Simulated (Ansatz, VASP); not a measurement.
**Hf in two plane-wave programs**

Wanted: the spread between two codes on one cell, functional and k mesh. The cell is taken from a series of runs on this material, whose earlier steps may have relaxed, scaled, displaced or heated it; both programs get it as it stands.

Program: Ansatz 0.2.0. Level of theory: plane waves, with VASP 6.6.1 beside it; relaxation of cell and atoms at LDA. Results are calculated unless marked as measured.

## Step 1: Set-up

It takes space group Im-3m (No. 229, cubic). The conventional cell has a = 3.443 Å, b = 3.443 Å, c = 3.443 Å, α = 90.00°, β = 90.00°, γ = 90.00°. Nearest to Hf lie 8 Hf at 2.98 Å.

## Step 2: Ansatz: relaxation of cell and atoms, LDA, pair 1

Ansatz runs on its PAW soft_1 files.

The relaxed volume is the usual yardstick between codes: in a stiff, nearly cubic crystal its relative difference is about their pressure difference at one cell divided by the bulk modulus.

The input, input.yaml:

```yaml
crystal:
  lattice:
    - [-1.7216838294, 1.7216838294, 1.7216838294]
    - [1.7216838294, -1.7216838294, 1.7216838294]
    - [1.7216838294, 1.7216838294, -1.7216838294]
  atoms:
    - { symbol: Hf, position: [0.0, 0.0, 0.0] }
kpoints:
  mp_grid: { grid: [16, 16, 16] }
hamiltonian:
  xc: lda
  pseudopotentials: { kind: paw, azcp: { folder: soft_1 }, xc_functional: pbe }
scf:
  occupations: { method: methfessel_paxton, width: 0.2 }
output:
  forces: true
  stress: true
  eigenvalues: true
relax:
  adjacent_minimum: "off"
  f_tol: 0.001
  max_steps: 60
  cell: { stress_tol: 0.01 }
```

Run with:

```
$ ansatz run input.yaml --threads 4 --pin off --max-ram 16384MiB --backend cpu --events-out ev --progress --plain --runs-dir out
```

Numbers of over 12 decimals in the logs are rounded to 6 here.

The program printed:

```text
Engine: ansatz 0.2.0, x86_64-unknown-linux-gnu
Pseudopotentials: kind: paw
Pseudopotential: Hf, paw, valence charge 26, recommended cutoff 420 eV (normal), soft_1/Hf.paw.azcp
Functional definition: SPW92
  exchange = slater_x
  correlation = pw_c
Crystal: 1 atoms, lattice volume = 20.414 Å³
Basis set: ecut = 420 eV, 381 PW (Γ)
Bands: 17, of which v1, the nominal top of the filled ones, is band 13 counted from 1 (12 counted from 0)
Symmetry: 48 space group operations
Space group: Im-3m (ITA 229), of the structure as read, at distance tolerance 2.7e-5 Å
k-points: 145 of 4096
Non-local potential: Hf, projectors of the file, l = 0: 3, l = 1: 2, l = 2: 2, l = 3: 3
PAW form: soft (Blöchl's): semilocal exchange-correlation on the pseudo side does not see the compensation charge
PAW frozen core: Hf, regenerated for the run's functional, and the local potential with it (the file was generated under x = pbe(κ = 0.804, μ = 0.219515), c = pbe(β = 0.066725))
PAW one-centre angular grid: Hf, 590 points (default); XC on 64 Gauss nodes
Initial density: superposition of atomic densities (chi_scale 0.1, normalization cell)
Initial wavefunctions: pseudopotential atomic-orbital guess
Functional: x = slater, c = lda
SCF iter   1: F=—  HF=-15477.433119 eV  |F-HF|=—  |Δ(HF+E_count)|=         —  Δρ=2.84e-2  dr2=2.04e-1  ethr=3.10e-3  ⟨swp⟩=5.4  Hψ=11461  notcnv=0
preconditioner: auto → Kerker (q_TF=auto, 2.841 Å⁻¹)  [metal: Δε(μ)=0.020 eV  Ē_g=18.048 eV  σ=0.200 eV  W_gap=0.09  n_scr=12 (ndim 8)  ℏωp=40.3 eV  f_vac=0.000  D(μ)=1.48/eV (n_scr^D=12)]
SCF iter   2: F=—  HF=-15477.380183 eV  |F-HF|=—  |Δ(HF+E_count)|=   5.29e-2  S|Δr|=    0.00e0  Δρ=1.64e-2  dr2=7.13e-2  ethr=7.86e-4  ⟨swp⟩=2.5  Hψ=4841  notcnv=0
SCF iter   3: F=—  HF=-15477.359437 eV  |F-HF|=—  |Δ(HF+E_count)|=   2.07e-2  S|Δr|=    0.00e0  Δρ=7.28e-3  dr2=1.33e-2  ethr=2.74e-4  ⟨swp⟩=2.0  Hψ=3993  notcnv=0  defer=7
SCF iter   4: F=—  HF=-15477.347677 eV  |F-HF|=—  |Δ(HF+E_count)|=   1.18e-2  S|Δr|=    0.00e0  Δρ=2.93e-3  dr2=8.07e-4  ethr=5.11e-5  ⟨swp⟩=2.1  Hψ=4404  notcnv=0  defer=9
SCF iter   5: F=—  HF=-15477.348263 eV  |F-HF|=—  |Δ(HF+E_count)|=   5.86e-4  S|Δr|=    0.00e0  Δρ=5.39e-4  dr2=6.49e-5  ethr=3.10e-6  ⟨swp⟩=2.8  Hψ=4201  notcnv=0  defer=9
SCF iter   6: F=—  HF=-15477.348313 eV  |F-HF|=—  |Δ(HF+E_count)|=   4.96e-5  S|Δr|=    0.00e0  Δρ=9.64e-5  dr2=9.65e-7  ethr=2.49e-7  ⟨swp⟩=2.4  Hψ=4440  notcnv=0  defer=9
SCF iter   7: F=-15477.348315 eV  HF=-15477.348315 eV  |F-HF|=6.32e-9  |Δ(HF+E_count)|=   2.83e-6  S|Δr|=    0.00e0  Δρ=1.86e-5  dr2=4.33e-8  ethr=3.85e-10  ⟨swp⟩=10.0  Hψ=16438  notcnv=0
SCF 1 converged in 7 iterations: F = -15477.348315 eV  dr2 = 4.33e-8
  greatest PAW one-centre occupation: 0.998 electrons in one spin orbital (limit 2), on the Hf atom at site 0 (counted from 0), in its partial waves of l = 3
relax step   1: F+E_penalty+E_count = -15477.34831544 eV  Δ(F+E_penalty+E_count) = +0.000e0 eV  max|allowed force component| = 0.000e0 eV/Å  Δτ_max = 0.0000 Å  P = -0.144 GPa  Ω = 20.414 Å³  (7 SCF iters, dr2 threshold 1.00e-7 eV, accepted)
[...]
relax step   2: F+E_penalty+E_count = -15477.34831896 eV  Δ(F+E_penalty+E_count) = -3.524e-6 eV  max|allowed force component| = 0.000e0 eV/Å  Δτ_max = 0.0000 Å  P = +0.187 GPa  Ω = 20.355 Å³  energy of the carried Pulay correction = +1.139e-5 eV  (3 SCF iters, dr2 threshold 5.19e-8 eV, rejected (line search))
[...]
relax step   3: F+E_penalty+E_count = -15477.34833203 eV  Δ(F+E_penalty+E_count) = -1.659e-5 eV  max|allowed force component| = 0.000e0 eV/Å  Δτ_max = 0.0000 Å  P = -0.000 GPa  Ω = 20.388 Å³  energy of the carried Pulay correction = +4.963e-6 eV  (7 SCF iters, accepted)
[...]
relax step   4: F+E_penalty+E_count = -15477.34832712 eV  Δ(F+E_penalty+E_count) = +4.905e-6 eV  max|allowed force component| = 0.000e0 eV/Å  Δτ_max = 0.0000 Å  P = -0.000 GPa  Ω = 20.388 Å³  stress off target by 8.47e-5 GPa  SCF on the basis re-selected at this cell (its energy is not comparable with the rows above)  (5 SCF iters)
basis re-selected at this cell: Δ(F+E_penalty+E_count) = +4.905e-6 eV, ΔP = -0.000 GPa vs the last step (what re-selecting the basis moved, of the pressure what is left beyond the Pulay correction that the steps carried, after the strain that the cell walked since its last selection, with what the two solves' SCF thresholds leave and, on support functions, any second-order correction that the steps lacked; it is no measure of the basis error at this ecutwfc). This SCF's stress stands 8.47e-5 GPa from its target on what of the cell is left free (relax.cell.stress_tol is 1.00e-2 GPa) and its largest allowed force component is 0.00e0 eV/Å (relax.f_tol is 1.00e-3 eV/Å): [rest of the remark cut]
SCF converged after 5 iterations
Stability not checked: this state was not tested for a lower state beside it, because cold or Methfessel-Paxton smearing, or corrected tetrahedra, fill the levels in a way that the test cannot read (fill_not_monotonic; see scf.lower_state_search)
Free energy (F): -15477.348327 eV
Harris-Foulkes:  -15477.348327 eV  (|F-HF|=3.64e-12)
Internal energy: -15477.349396 eV  (E = F + TS)
E sigma→0 (E₀):  -15477.348594 eV
Entropy (-TS):   0.001069 eV (1.069 meV/atom)
Fermi energy:    19.397408 eV
--- Per-component energies (eV) ---
  E_band       = 37.010513
  E_kinetic    = 413.887569
  E_local      = -6073.080898  (includes V_loc(G=0)·N_el)
  E_nonlocal   = 70.898867
  E_hartree    = 2973.790729
  E_xc         = -265.791768
  E_vxc        = -256.763062  (∫ρ·V_xc dr)
  E_paw        = -7453.414910  (= ΣΔE_a)
  E_vpaw       = -65.513547  (= ΣTr[D̂ρ^β])
  E_aug_tail   = 0.000116  (compensation charges beyond the density's cutoff)
  E_ewald      = -5146.096187
  E_core_change = 2.457088  (= ΣΔE_core)
  E_smearing   = 0.001069  (= −TS)
  E_closure    = -0.000000  (closes the sum)
  Σ components = -15477.348327   (vs F -15477.348327, Δ=0.00e0)
--- Forces (eV/Å), atoms counted from 1 ---
  atom   1  Hf     0.00000000    -0.00000000     0.00000000
  max |Σ_I F_I| component: 8.55e-30 eV/Å
--- Stress (GPa, compression-positive) ---
       -0.000085      -0.000000      -0.000000
        0.000000      -0.000085      -0.000000
        0.000000      -0.000000      -0.000085
  P = ⅓ Tr σ = -0.0001 GPa (-0.001 kbar)
--- Band table (eV; the first three rows and the last of 145) ---
  k-point 0: bands = [... 9 lower, 8.1890, 8.2306, 12.1038, 20.8955, 20.8955, 20.8955, 23.9650, 23.9650]
  k-point 1: bands = [... 9 lower, 8.1881, 8.2270, 12.2665, 20.7823, 20.8568, 21.0579, 23.7755, 23.9635]
  k-point 2: bands = [... 9 lower, 8.1856, 8.2184, 12.7341, 20.4786, 20.6877, 21.5387, 23.4317, 23.9724]
  k-point 144: bands = [... 9 lower, 8.2015, 8.2015, 16.4027, 16.4027, 26.8061, 26.8061, 26.8061, 27.4646]
--- Relaxed structure (3 steps of the walk, 2 accepted, 1 SCFs on fresh bases) ---
  F+E_penalty+E_count = -15477.34832712 eV   max|allowed force component| = 0.000e0 eV/Å   (the final SCF, on the basis selected at the relaxed cell)
  cell:  # Å, volume = 20.3879 Å³
    - [-1.720959, 1.720959, 1.720959]
    - [1.720959, -1.720959, 1.720959]
    - [1.720959, 1.720959, -1.720959]
  atoms:
    - { symbol: Hf, position: [0.0, 0.0, 0.0] }
```

## Step 3: VASP: relaxation of cell and atoms, LDA, pair 1

The same cell, functional (in two slightly different forms), mesh and smearing now go to VASP, with its own data sets.

Lines of VASP's logs that name or quote its potential files are left out, and so is its time.

The input, INCAR:

```
SYSTEM = Hf
PREC = Accurate
ENCUT = 500
EDIFF = 1E-07
NELM = 120
ISMEAR = 1
SIGMA = 0.2
LREAL = .FALSE.
ALGO = Normal
GGA = PW92
NBANDS = 11
LASPH = .TRUE.
LORBIT = 11
LWAVE = .FALSE.
LCHARG = .FALSE.
ISIF = 3
IBRION = 2
NSW = 80
EDIFFG = -0.005
GGA_COMPAT = .FALSE.
NELMIN = 4
KPAR = 2
```

The input, POSCAR:

```
Hf
1.0
   -1.7216840000      1.7216840000      1.7216840000
    1.7216840000     -1.7216840000      1.7216840000
    1.7216840000      1.7216840000     -1.7216840000
Hf
1
Direct
    0.0000000000      0.0000000000      0.0000000000
```

The input, KPOINTS:

```
Automatic mesh
0
Gamma
16 16 16
0 0 0
```

PAW data sets: Hf_pv (LDA family, release 64).

Run with:

```
$ mpirun -np 2 vasp_std
```

The program printed:

```text
[banner, memory and clock lines left out]
running    2 mpi-ranks, on    1 nodes
 distrk:  each k-point on    1 cores,    2 groups
 distr:  one band on    1 cores,    1 groups

 POSCAR found type information on POSCAR Hf
 POSCAR found :  1 types and       1 ions
|                                                                             |
|               ----> ADVICE to this user running VASP <----                  |
|                                                                             |
|     You enforced a specific xc type in the INCAR file but a different       |
|     [... a line on the potential file left out ...]
|     I HOPE YOU KNOW WHAT YOU ARE DOING!                                     |
|                                                                             |

 LDA part: xc-table for (Slater(with rela. corr.)+PW92), standard interpolation
 POSCAR, INCAR and KPOINTS ok, starting setup
 FFT: planning ... GRIDC
 FFT: planning ... GRID_SOFT
 FFT: planning ... GRID
 WAVECAR not read
 entering main loop
       N       E                     dE             d eps       ncg     rms          rms(c)
DAV:   1     0.118988446182E+02    0.11899E+02   -0.56506E+03  3222   0.824E+02
DAV:   2    -0.104162891757E+02   -0.22315E+02   -0.21494E+02  3936   0.153E+02
DAV:   3    -0.108455053661E+02   -0.42922E+00   -0.42399E+00  4034   0.145E+01
DAV:   4    -0.108469286600E+02   -0.14233E-02   -0.14229E-02  3598   0.969E-01
DAV:   5    -0.108469350084E+02   -0.63484E-05   -0.63485E-05  3957   0.585E-02    0.458E+01
DAV:   6    -0.106197870464E+02    0.22715E+00   -0.18587E-01  3580   0.306E+00    0.267E+01
DAV:   7    -0.105431969996E+02    0.76590E-01   -0.25652E-01  3610   0.347E+00    0.116E+00
DAV:   8    -0.105399711627E+02    0.32258E-02   -0.16369E-02  3514   0.907E-01    0.105E-01
DAV:   9    -0.105400041685E+02   -0.33006E-04   -0.32214E-04  3972   0.127E-01    0.318E-02
DAV:  10    -0.105400049168E+02   -0.74832E-06   -0.16119E-05  3561   0.289E-02    0.159E-02
DAV:  11    -0.105400041063E+02    0.81054E-06   -0.26734E-06  3670   0.119E-02    0.221E-03
DAV:  12    -0.105400041088E+02   -0.25394E-08   -0.28978E-08  2274   0.169E-03
   1 F= -.10540004E+02 E0= -.10540251E+02  d E =-.105400E+02
 curvature:   0.00 expect dE= 0.000E+00 dE for cont linesearch  0.000E+00
 trial: gam= 0.00000 g(F)=  0.938E-63 g(S)=  0.273E-04 ort = 0.000E+00 (trialstep = 0.100E+01)
 search vector abs. value=  0.273E-04
 bond charge predicted
       N       E                     dE             d eps       ncg     rms          rms(c)
DAV:   1    -0.105401842406E+02   -0.18013E-03   -0.43413E-03  3247   0.519E-01    0.121E-01
DAV:   2    -0.105400436802E+02    0.14056E-03   -0.17496E-04  3439   0.110E-01    0.458E-02
DAV:   3    -0.105400024611E+02    0.41219E-04   -0.11363E-04  3361   0.791E-02    0.233E-02
DAV:   4    -0.105400021893E+02    0.27179E-06   -0.91112E-07  3955   0.892E-03    0.135E-02
DAV:   5    -0.105400020605E+02    0.12879E-06   -0.18281E-07  3593   0.292E-03    0.163E-03
DAV:   6    -0.105400020606E+02   -0.77193E-10   -0.64315E-09  2009   0.622E-04
   2 F= -.10540002E+02 E0= -.10540224E+02  d E =0.204827E-05
 trial-energy change:    0.000002  1 .order    0.000002   -0.000027    0.000031
 step:   0.4651(harm=  0.4651)  dis= 0.00000  next Energy=   -10.540010 (dE=-0.634E-05)
 bond charge predicted
       N       E                     dE             d eps       ncg     rms          rms(c)
DAV:   1    -0.105400625276E+02   -0.60467E-04   -0.12439E-03  3238   0.278E-01    0.647E-02
DAV:   2    -0.105400222841E+02    0.40243E-04   -0.50072E-05  3382   0.588E-02    0.244E-02
DAV:   3    -0.105400104879E+02    0.11796E-04   -0.32547E-05  3337   0.423E-02    0.124E-02
DAV:   4    -0.105400104089E+02    0.78996E-07   -0.25478E-07  3818   0.475E-03
   3 F= -.10540010E+02 E0= -.10540246E+02  d E =-.630010E-05
 curvature:  -0.23 expect dE=-0.524E-07 dE for cont linesearch -0.524E-07
 trial: gam= 0.00000 g(F)=  0.264E-63 g(S)=  0.225E-06 ort =-0.248E-05 (trialstep = 0.893E+00)
 search vector abs. value=  0.226E-06
 reached required accuracy - stopping structural energy minimisation
```

OUTCAR, selected parts (step 3):

```text
ion  position               nearest neighbor table
   1  0.000  0.000  0.000-

  LATTYP: Found a body centered cubic cell.
 ALAT       =     3.4433680000

 Subroutine GETGRP returns: Found 48 space group operations
 (whereof 48 operations were pure point group operations)

The static configuration has the point symmetry O_h .

 Found    145 irreducible k-points:

   k-points           NKPTS =    145   k-points in BZ     NKDIM =    145   number of bands    NBANDS=     11

   dimension x,y,z NGX =    24 NGY =   24 NGZ =   24
   dimension x,y,z NGXF=    48 NGYF=   48 NGZF=   48

   ENCUT  =  500.0 eV  36.75 Ry    6.06 a.u.   5.44  5.44  5.44*2*pi/ulx,y,z

   NELECT =      10.0000    total number of electrons

 k-points in reciprocal lattice and weights: Automatic mesh
   0.00000000  0.00000000  0.00000000       0.000
   0.06250000  0.00000000  0.00000000       0.003
   0.12500000  0.00000000  0.00000000       0.003
   0.18750000  0.00000000  0.00000000       0.003
   0.25000000  0.00000000  0.00000000       0.003
   0.31250000  0.00000000  0.00000000       0.003
   0.37500000  0.00000000  0.00000000       0.003
   0.43750000  0.00000000  0.00000000       0.003
   0.50000000  0.00000000  0.00000000       0.001
[...]
0.50000000  0.50000000  0.43750000       0.003
   0.50000000  0.50000000  0.50000000       0.000

 average (electrostatic) potential at core
       1 -36.6844

 E-fermi :   5.1063

 k-point     1 :       0.0000    0.0000    0.0000
  band No.  band energies     occupation
      1     -24.2177      2.00000
      2     -24.2177      2.00000
      3     -24.2177      2.00000
      4      -2.1483      2.00000
      5       6.6112     -0.00000
      6       6.6112     -0.00000
      7       6.6112     -0.00000
      8       9.6828      0.00000
      9       9.6828      0.00000
    ...

 k-point     2 :       0.0625    0.0000    0.0000
  band No.  band energies     occupation
      1     -24.2649      2.00000
      2     -24.2320      2.00000
      3     -24.2180      2.00000
      4      -1.9852      2.00000
      5       6.4961     -0.00000
      6       6.5703     -0.00000
      7       6.7719     -0.00000
      8       9.4889      0.00000
      9       9.6794      0.00000
    ...

 k-point     3 :       0.1250    0.0000    0.0000
  band No.  band energies     occupation
      1     -24.3972      2.00000
      2     -24.2724      2.00000
      3     -24.2189      2.00000
      4      -1.5163      2.00000
      5       6.1883     -0.00000
      6       6.3942     -0.00000
      7       7.2485     -0.00000
      8       9.1395      0.00000
      9       9.6838      0.00000
    ...

  Total        0.0012481      0.0012481      0.0012481      0.0000000     -0.0000000     -0.0000000
  in kB        0.0980492      0.0980492      0.0980492      0.0000000     -0.0000000     -0.0000000
  external PRESSURE =       0.0980492 kB  Pullay stress =       0.0000000 kB

  energy-cutoff  :      500.00
  volume of cell :       20.39
      direct lattice vectors                 reciprocal lattice vectors
    -1.721153644  1.721153644  1.721153644     0.000000000  0.290502827  0.290502827
     1.721153644 -1.721153644  1.721153644     0.290502827  0.000000000  0.290502827
     1.721153644  1.721153644 -1.721153644     0.290502827  0.290502827  0.000000000

 POSITION                                       TOTAL-FORCE (eV/Angst)
 -----------------------------------------------------------------------------------
      0.00000      0.00000     -0.00000        -0.000000      0.000000      0.000000
 -----------------------------------------------------------------------------------
    total drift:                                0.000000      0.000000      0.000000

  FREE ENERGIE OF THE ION-ELECTRON SYSTEM (eV)
  ---------------------------------------------------
  free  energy   TOTEN  =       -10.5400104089 eV

  energy  without entropy=      -10.5407170394  energy(sigma->0) =      -10.54024595

 reached required accuracy - stopping structural energy minimisation

 total charge
# of ion       s       p       d       tot
------------------------------------------
    1        0.406   6.374   1.762   8.542

[... 3 further parts left out ...]
```

CONTCAR:

```
Hf
   1.00000000000000
    -1.7211536440790971    1.7211536440790971    1.7211536440790971
     1.7211536440790971   -1.7211536440790971    1.7211536440790971
     1.7211536440790971    1.7211536440790971   -1.7211536440790971
  Hf
     1
Direct
     0.0000000000000000    0.0000000000000000    0.0000000000000000
```

## Step 4: Side by side

Known differences besides the potentials themselves: the data sets hold 26 valence electrons in Ansatz (on its PAW soft_1 files) and 10 in VASP; the cutoff is 420 eV in Ansatz and 500 eV in VASP; VASP's log shows a relativistic correction to its local exchange, Ansatz's none; Ansatz adds a Pulay correction to the stress that steers its cell, VASP none. Total energies have different zeros and are not compared.

The two programs side by side:

```csv
quantity,Ansatz,VASP,difference
volume (Å³),20.39,20.39,-0.03 %
"edge a after relaxation, in the typed setting (Å)",2.981,2.981,-0.01 %
```

(Continued in part 2 of 2.)

[Lines on the potential files, build, host, timing and source positions are cut from VASP's logs without a mark.]

[Logs are printed without paths, hosts, clocks, repeated set-up lines and the standing remarks that a program may print on its own settings, such as how far it seeks lower states.]

[Hosts, paths, dates, database ids (printed as entryN), source tags and the programs' standing remarks are cut or masked in the printed files.]
